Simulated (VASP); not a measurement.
# FeCuSO: magnetic orders, part 5 of 7

Wanted: the lowest of several collinear orders of FeCuSO. The start is a cell from a database of measured crystal structures.

VASP 6.6.1, plane waves and PAW; the level of theory is named at each step.

Still holding for the runs below: The magnetic state follows from one typed start and may not be the lowest. The k-mesh is coarse for a metal.

So far. Step 3 (Magnetic order, start order fm, signs ++++): The largest moment at the end is 4.04 μB, and the moments of the cell sum to 9.19 μB. Step 4 (Magnetic order, start order AFM 1, signs +-+-): The largest moment at the end is 4.04 μB, and the moments of the cell sum to 0.00 μB. The relaxed cell has a = 3.829, c = 7.562 Å (conventional setting).

## Step 5: Magnetic order, start order ferri 2, signs ++--

Level of this step: r2SCAN, DFT+U (Cu d 5 eV, Fe d 3 eV), spin-polarised, from moments of both signs; plane waves and PAW (Cu, Fe, S, O) (VASP).

INCAR reads:

```
SYSTEM = FeCuSO
PREC = Normal
ENCUT = 480
EDIFF = 1E-06
NELM = 150
ISMEAR = 0
SIGMA = 0.05
LREAL = .FALSE.
ALGO = Normal
METAGGA = R2SCAN
LASPH = .TRUE.
NBANDS = 45
ISPIN = 2
MAGMOM = 0.6 0.6 -3 -3 0 0 0 0
LDAU = .TRUE.
LDAUTYPE = 2
LDAUL = 2 2 -1 -1
LDAUU = 5 3 0 0
LDAUJ = 0 0 0 0
LDAUPRINT = 1
LMAXMIX = 4
LORBIT = 11
LWAVE = .FALSE.
LCHARG = .FALSE.
AMIX = 0.2
BMIX = 1E-04
AMIX_MAG = 0.8
BMIX_MAG = 1E-04
```

POSCAR reads:

```
FeCuSO
1.0
    3.8289529429      0.0000000000      0.0000000000
    0.0000000000      3.8289529429      0.0000000000
    0.0000000000      0.0000000000      7.5623732574
Cu Fe S O
2 2 2 2
Direct
    0.5000000000      0.5000000000      0.5000000000
    0.0000000000      0.0000000000      0.5000000000
    0.0000000000      0.0000000000      0.0000000000
    0.5000000000      0.5000000000      0.0000000000
    0.0000000000      0.5000000000      0.6737580009
    0.5000000000      0.0000000000      0.3262419991
    0.0000000000      0.5000000000      0.0743867379
    0.5000000000      0.0000000000      0.9256132621
```

KPOINTS reads:

```
Automatic mesh
0
Gamma
5 5 2
0 0 0
```

Potentials, in the order of the species: Cu, Fe, S and O (PBE family, release 64).

Launch:

```
mpirun -np 1 vasp_std
```

Output:

```text
[... set-up lines as in an earlier step ...]
 entering main loop
       N       E                     dE             d eps       ncg     rms          rms(c)
DAV:   1     0.595836657140E+03    0.59584E+03   -0.26282E+04  2192   0.168E+03
DAV:   2     0.196208193802E+02   -0.57622E+03   -0.53585E+03  2190   0.405E+02
DAV:   3    -0.910562477077E+02   -0.11068E+03   -0.10438E+03  2476   0.193E+02
DAV:   4    -0.991439514352E+02   -0.80877E+01   -0.80011E+01  2846   0.560E+01
[...]
DAV:  26    -0.779177397764E+02   -0.95403E-05   -0.94516E-05  3185   0.945E-02    0.208E-02
DAV:  27    -0.779177470358E+02   -0.72594E-05   -0.27943E-05  3172   0.811E-02    0.758E-03
DAV:  28    -0.779177475501E+02   -0.51421E-06   -0.54294E-06  2579   0.195E-02
   1 F= -.77917748E+02 E0= -.77916316E+02  d E =-.286329E-02  mag=    -9.1874
```

Elapsed: 3.1 min, on 1 MPI rank of Intel Xeon 6975P-C (Granite Rapids), shared host; peak memory 0.24 GiB.

OUTCAR, selected parts (step 5):

```text
  Total       -0.0247136     -0.0247136     -0.2378426      0.0000000      0.0000000      0.0000000
  in kB       -0.3571319     -0.3571319     -3.4370195      0.0000000      0.0000000      0.0000000
  external PRESSURE =      -1.3837611 kB  Pullay stress =       0.0000000 kB

 POSITION                                       TOTAL-FORCE (eV/Angst)
 -----------------------------------------------------------------------------------
      1.91448      1.91448      3.78119         0.000000      0.000000      0.000000
      0.00000      0.00000      3.78119        -0.000000     -0.000000      0.000000
      0.00000      0.00000      0.00000        -0.000000     -0.000000      0.000000
      1.91448      1.91448      0.00000        -0.000000      0.000000      0.000000
      0.00000      1.91448      5.09521         0.000000     -0.000000      0.019111
      1.91448      0.00000      2.46716        -0.000000     -0.000000     -0.019111
      0.00000      1.91448      0.56254        -0.000000     -0.000000      0.016006
      1.91448      0.00000      6.99983        -0.000000     -0.000000     -0.016006
 -----------------------------------------------------------------------------------
    total drift:                                0.000000      0.000000      0.000000

  FREE ENERGIE OF THE ION-ELECTRON SYSTEM (eV)
  ---------------------------------------------------
  free  energy   TOTEN  =       -77.9177475501 eV

  energy  without entropy=      -77.9148842631  energy(sigma->0) =      -77.91631591

 magnetization (x)
# of ion       s       p       d       tot
------------------------------------------
    1       -0.002  -0.009  -0.046  -0.057
    2       -0.002  -0.009  -0.046  -0.057
    3       -0.038  -0.028  -3.975  -4.041
    4       -0.038  -0.028  -3.975  -4.041
    5       -0.007  -0.096   0.000  -0.104
    6       -0.007  -0.096   0.000  -0.104
    7       -0.022  -0.288   0.000  -0.310
    8       -0.022  -0.288   0.000  -0.310
--------------------------------------------------
tot         -0.137  -0.844  -8.042  -9.023

[... 2 parts as in an earlier step ...]

[... 1 further part left out ...]
[key lines of the parts left out:]
E-fermi :   4.6688
```

Spin moment in the PAW sphere by atom:

```tsv
atom	spin moment in the PAW sphere (μB)
Cu1	-0.06
Cu2	-0.06
Fe3	-4.04
Fe4	-4.04
S5	-0.10
S6	-0.10
O7	-0.31
O8	-0.31
```

The largest moment at the end is 4.04 μB, and the moments of the cell sum to -9.19 μB.

## Step 6: Magnetic order, start order AFM 3, signs +--+

Edit INCAR of step 5 so:

```diff
@@ -13,3 +13,3 @@
 ISPIN = 2
-MAGMOM = 0.6 0.6 -3 -3 0 0 0 0
+MAGMOM = 0.6 -0.6 -3 3 0 0 0 0
 LDAU = .TRUE.
```

POSCAR is that of step 5.

KPOINTS is that of step 5.

Launch:

```
mpirun -np 1 vasp_std
```

Output:

```text
[... set-up lines as in an earlier step ...]
 entering main loop
       N       E                     dE             d eps       ncg     rms          rms(c)
DAV:   1     0.594673622007E+03    0.59467E+03   -0.26452E+04  2192   0.170E+03
DAV:   2     0.205590162372E+02   -0.57411E+03   -0.53262E+03  2175   0.405E+02
DAV:   3    -0.916288550305E+02   -0.11219E+03   -0.10444E+03  2574   0.195E+02
DAV:   4    -0.998405571968E+02   -0.82117E+01   -0.81120E+01  2840   0.571E+01
[...]
DAV:  33    -0.773722362736E+02   -0.92717E-06   -0.23175E-05  2772   0.397E-02    0.127E-02
DAV:  34    -0.773722414982E+02   -0.52247E-05   -0.10627E-05  2956   0.328E-02    0.141E-02
DAV:  35    -0.773722405534E+02    0.94478E-06   -0.33341E-06  2572   0.257E-02
   1 F= -.77372241E+02 E0= -.77368294E+02  d E =-.789349E-02  mag=    -0.0000
```

It took 3.5 min on 1 MPI rank; peak memory 0.24 GiB.

Parts of OUTCAR (step 6):

```text
  Total        1.1293832      1.1293832     -1.3377153      0.0000000      0.0000000     -0.0000000
  in kB       16.3205102     16.3205102    -19.3310796      0.0000000      0.0000000     -0.0000000
  external PRESSURE =       4.4366469 kB  Pullay stress =       0.0000000 kB

 POSITION                                       TOTAL-FORCE (eV/Angst)
 -----------------------------------------------------------------------------------
      1.91448      1.91448      3.78119         0.000000      0.000000      0.000000
      0.00000      0.00000      3.78119        -0.000000      0.000000      0.000000
      0.00000      0.00000      0.00000        -0.000000      0.000000      0.000000
      1.91448      1.91448      0.00000        -0.000000     -0.000000      0.000000
      0.00000      1.91448      5.09521        -0.000000      0.000000      0.152593
      1.91448      0.00000      2.46716         0.000000      0.000000     -0.152593
      0.00000      1.91448      0.56254         0.000000      0.000000     -0.167688
      1.91448      0.00000      6.99983        -0.000000      0.000000      0.167688
 -----------------------------------------------------------------------------------
    total drift:                                0.000000      0.000000      0.000000

  FREE ENERGIE OF THE ION-ELECTRON SYSTEM (eV)
  ---------------------------------------------------
  free  energy   TOTEN  =       -77.3722405534 eV

  energy  without entropy=      -77.3643470623  energy(sigma->0) =      -77.36829381

 magnetization (x)
# of ion       s       p       d       tot
------------------------------------------
    1        0.004   0.009  -0.007   0.007
    2       -0.004  -0.009   0.007  -0.007
    3       -0.037  -0.043  -3.962  -4.041
    4        0.037   0.043   3.962   4.041
    5        0.000   0.000   0.000   0.000
    6        0.000   0.000   0.000   0.000
    7        0.000   0.000   0.000   0.000
    8        0.000   0.000   0.000   0.000
--------------------------------------------------
tot         -0.000   0.000   0.000   0.000

[... 2 parts as in an earlier step ...]

[... 1 further part left out ...]
[key lines of the parts left out:]
E-fermi :   4.8074
```

The largest moment at the end is 4.04 μB, and the moments of the cell sum to 0.00 μB.

## Step 7: Magnetic order, start order ferri 4, signs +-++

Edit INCAR of step 6 so:

```diff
@@ -13,3 +13,3 @@
 ISPIN = 2
-MAGMOM = 0.6 -0.6 -3 3 0 0 0 0
+MAGMOM = 0.6 -0.6 3 3 0 0 0 0
 LDAU = .TRUE.
```

POSCAR is that of step 6.

KPOINTS is that of step 6.

Launch:

```
mpirun -np 1 vasp_std
```

Output:

```text
[... set-up lines as in an earlier step ...]
 entering main loop
       N       E                     dE             d eps       ncg     rms          rms(c)
DAV:   1     0.595221298094E+03    0.59522E+03   -0.26549E+04  2192   0.170E+03
DAV:   2     0.192486775356E+02   -0.57597E+03   -0.53629E+03  2180   0.404E+02
DAV:   3    -0.912097422686E+02   -0.11046E+03   -0.10377E+03  2543   0.193E+02
DAV:   4    -0.991890768420E+02   -0.79793E+01   -0.78916E+01  2939   0.560E+01
[...]
DAV:  32    -0.779177447535E+02   -0.48112E-06   -0.13525E-04  3178   0.117E-01    0.122E-02
DAV:  33    -0.779177487366E+02   -0.39831E-05   -0.14033E-05  2672   0.271E-02    0.951E-03
DAV:  34    -0.779177490307E+02   -0.29410E-06   -0.17904E-06  1386   0.132E-02
   1 F= -.77917749E+02 E0= -.77916318E+02  d E =-.286207E-02  mag=     9.1884
```

It took 3.5 min on 1 MPI rank; peak memory 0.24 GiB.

From OUTCAR (step 7):

```text
  Total       -0.0310437     -0.0310437     -0.2355854      0.0000000      0.0000000     -0.0000000
  in kB       -0.4486075     -0.4486075     -3.4044022      0.0000000      0.0000000     -0.0000000
  external PRESSURE =      -1.4338724 kB  Pullay stress =       0.0000000 kB

 POSITION                                       TOTAL-FORCE (eV/Angst)
 -----------------------------------------------------------------------------------
      1.91448      1.91448      3.78119        -0.000000      0.000000      0.000000
      0.00000      0.00000      3.78119        -0.000000      0.000000      0.000000
      0.00000      0.00000      0.00000        -0.000000     -0.000000      0.000000
      1.91448      1.91448      0.00000        -0.000000      0.000000      0.000000
      0.00000      1.91448      5.09521        -0.000000      0.000000      0.019756
      1.91448      0.00000      2.46716         0.000000      0.000000     -0.019756
      0.00000      1.91448      0.56254        -0.000000      0.000000      0.014579
      1.91448      0.00000      6.99983        -0.000000     -0.000000     -0.014579
 -----------------------------------------------------------------------------------
    total drift:                                0.000000      0.000000      0.000000

  FREE ENERGIE OF THE ION-ELECTRON SYSTEM (eV)
  ---------------------------------------------------
  free  energy   TOTEN  =       -77.9177490307 eV

  energy  without entropy=      -77.9148869570  energy(sigma->0) =      -77.91631799

 magnetization (x)
# of ion       s       p       d       tot
------------------------------------------
    1        0.002   0.009   0.046   0.057
    2        0.002   0.009   0.046   0.057
    3        0.038   0.028   3.975   4.040
    4        0.038   0.028   3.975   4.040
    5        0.007   0.097   0.000   0.104
    6        0.007   0.097   0.000   0.104
    7        0.022   0.288   0.000   0.310
    8        0.022   0.288   0.000   0.310
--------------------------------------------------
tot          0.137   0.844   8.042   9.023

[... 2 parts as in an earlier step ...]

[... 1 further part left out ...]
[key lines of the parts left out:]
E-fermi :   4.6690
```

Spin moment in the PAW sphere by atom:

```tsv
atom	spin moment in the PAW sphere (μB)
Cu1	0.06
Cu2	0.06
Fe3	4.04
Fe4	4.04
S5	0.10
S6	0.10
O7	0.31
O8	0.31
```

The largest moment at the end is 4.04 μB, and the moments of the cell sum to 9.19 μB.

## Step 8: Magnetic order, start order ferri 5, signs +++-

Edit INCAR of step 7 so:

```diff
@@ -13,3 +13,3 @@
 ISPIN = 2
-MAGMOM = 0.6 -0.6 3 3 0 0 0 0
+MAGMOM = 0.6 0.6 3 -3 0 0 0 0
 LDAU = .TRUE.
```

POSCAR is that of step 7.

KPOINTS is that of step 7.

Launch:

```
mpirun -np 1 vasp_std
```

Output:

```text
[... set-up lines as in an earlier step ...]
 entering main loop
       N       E                     dE             d eps       ncg     rms          rms(c)
DAV:   1     0.597581049235E+03    0.59758E+03   -0.26124E+04  2184   0.168E+03
DAV:   2     0.204968553096E+02   -0.57708E+03   -0.53616E+03  2185   0.406E+02
DAV:   3    -0.916271875470E+02   -0.11212E+03   -0.10455E+03  2513   0.195E+02
DAV:   4    -0.998510171342E+02   -0.82238E+01   -0.81195E+01  2862   0.569E+01
[...]
DAV:  39    -0.773722366144E+02    0.17449E-04   -0.14640E-05  3041   0.535E-02    0.396E-02
DAV:  40    -0.773722398665E+02   -0.32521E-05   -0.11971E-05  3209   0.362E-02    0.320E-02
DAV:  41    -0.773722397380E+02    0.12851E-06   -0.29779E-06  2039   0.244E-02
   1 F= -.77372240E+02 E0= -.77368282E+02  d E =-.791536E-02  mag=     0.0008
```

Wall time 4.2 min (1 MPI rank); peak memory 0.25 GiB.

From OUTCAR (step 8):

```text
  Total        1.1033405      1.1033405     -1.3409055      0.0000000     -0.0000000      0.0000000
  in kB       15.9441721     15.9441721    -19.3771800      0.0000000     -0.0000000      0.0000000
  external PRESSURE =       4.1703881 kB  Pullay stress =       0.0000000 kB

 POSITION                                       TOTAL-FORCE (eV/Angst)
 -----------------------------------------------------------------------------------
      1.91448      1.91448      3.78119         0.000000      0.000000      0.000000
      0.00000      0.00000      3.78119        -0.000000      0.000000      0.000000
      0.00000      0.00000      0.00000         0.000000      0.000000      0.000000
      1.91448      1.91448      0.00000         0.000000     -0.000000      0.000000
      0.00000      1.91448      5.09521         0.000000      0.000000      0.151930
      1.91448      0.00000      2.46716         0.000000      0.000000     -0.151930
      0.00000      1.91448      0.56254         0.000000     -0.000000     -0.168598
      1.91448      0.00000      6.99983         0.000000     -0.000000      0.168598
 -----------------------------------------------------------------------------------
    total drift:                                0.000000      0.000000      0.000000

  FREE ENERGIE OF THE ION-ELECTRON SYSTEM (eV)
  ---------------------------------------------------
  free  energy   TOTEN  =       -77.3722397380 eV

  energy  without entropy=      -77.3643243757  energy(sigma->0) =      -77.36828206

 magnetization (x)
# of ion       s       p       d       tot
------------------------------------------
    1       -0.004  -0.009   0.006  -0.007
    2        0.004   0.009  -0.007   0.007
    3        0.037   0.043   3.960   4.040
    4       -0.037  -0.043  -3.961  -4.041
    5       -0.000  -0.000   0.000  -0.000
    6       -0.000  -0.000   0.000  -0.000
    7        0.000   0.000   0.000   0.000
    8        0.000   0.000   0.000   0.000
--------------------------------------------------
tot          0.000  -0.000  -0.002  -0.002

[... 2 parts as in an earlier step ...]

[... 1 further part left out ...]
[key lines of the parts left out:]
E-fermi :   4.8072
```

Spin moment in the PAW sphere by atom:

```tsv
atom	spin moment in the PAW sphere (μB)
Cu1	-0.01
Cu2	0.01
Fe3	4.04
Fe4	-4.04
S5	0.00
S6	0.00
O7	0.00
O8	0.00
```

The largest moment at the end is 4.04 μB, and the moments of the cell sum to 0.00 μB.

## Step 9: Comparing the runs

Times are for 1 MPI rank of Intel Xeon 6975P-C (Granite Rapids), shared host. The runs compared:

```tsv
no.	start order	energy at zero smearing less the lowest (eV)	moment of the cell, from the last line of the log (μB)	time	memory (GiB)
1	fm	0	9.188	4.3 min	0.25
2	afm 1	0.5480	0	3.9 min	0.25
3	ferri 2	3.27e-6	-9.187	3.1 min	0.24
4	afm 3	0.5480	0	3.5 min	0.24
5	ferri 4	1.19e-6	9.188	3.5 min	0.24
6	ferri 5	0.5480	8.00e-4	4.2 min	0.25
```

(Continued in part 6 of 7.)

[Lines on the potential files, build, host, timing and source positions are cut from VASP's logs without a mark.]

[Logs are printed without paths, hosts, clocks, repeated set-up lines and the standing remarks that a program may print on its own settings, such as how far it seeks lower states.]

[Hosts, paths, dates, database ids (printed as entryN), source tags and the programs' standing remarks are cut or masked in the printed files.]

[In band tables of VASP the shares of atoms and orbitals are scaled to a sum of 1 inside the atoms' spheres.]

[Runs that stopped without an error message from VASP are left out.]
